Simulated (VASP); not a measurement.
OSZICAR of a VASP run on Se (trig):

**OSZICAR**
```
       N       E                     dE             d eps       ncg     rms          rms(c)
DAV:   1     0.822599037885E+02    0.82260E+02   -0.77262E+03   832   0.116E+03
DAV:   2    -0.703239005904E+01   -0.89292E+02   -0.85923E+02  1127   0.185E+02
DAV:   3    -0.122290873502E+02   -0.51967E+01   -0.51608E+01  1007   0.505E+01
DAV:   4    -0.122739406178E+02   -0.44853E-01   -0.44675E-01   917   0.528E+00
DAV:   5    -0.122743008716E+02   -0.36025E-03   -0.36023E-03  1002   0.425E-01    0.921E+00
DAV:   6    -0.122338556565E+02    0.40445E-01   -0.20111E-02   907   0.995E-01    0.559E+00
DAV:   7    -0.122184319836E+02    0.15424E-01   -0.36969E-02   917   0.132E+00    0.151E-01
DAV:   8    -0.122178430698E+02    0.58891E-03   -0.45210E-03   857   0.501E-01    0.101E-01
DAV:   9    -0.122178528255E+02   -0.97557E-05   -0.16289E-04   977   0.912E-02    0.316E-02
DAV:  10    -0.122178509446E+02    0.18808E-05   -0.74047E-06   937   0.202E-02    0.443E-03
DAV:  11    -0.122178508428E+02    0.10187E-06   -0.15039E-06   456   0.867E-03
   1 F= -.85494010E+01 E0= -.85494010E+01  d E =-.854940E+01
```

**Question.** Which electronic solver shows in the log?

**Answer.** It is blocked Davidson (ALGO = Normal, or the opening steps of other solvers). The INCAR had ALGO = Normal.

**Question.** Can the final energy be trusted as converged?

**Answer.** The calculation finished and met its thresholds. It stopped with EDIFF = 1E-6, NELM = 100, NSW = 40 and EDIFFG = -0.02 after 1 ionic step (LDA (Ceperley-Alder, Perdew-Zunger), plane waves, VASP's LDA PAW potentials (set 64)).

The compound is Se in the trig structure. It was relaxed first under an external pressure of 10 GPa.
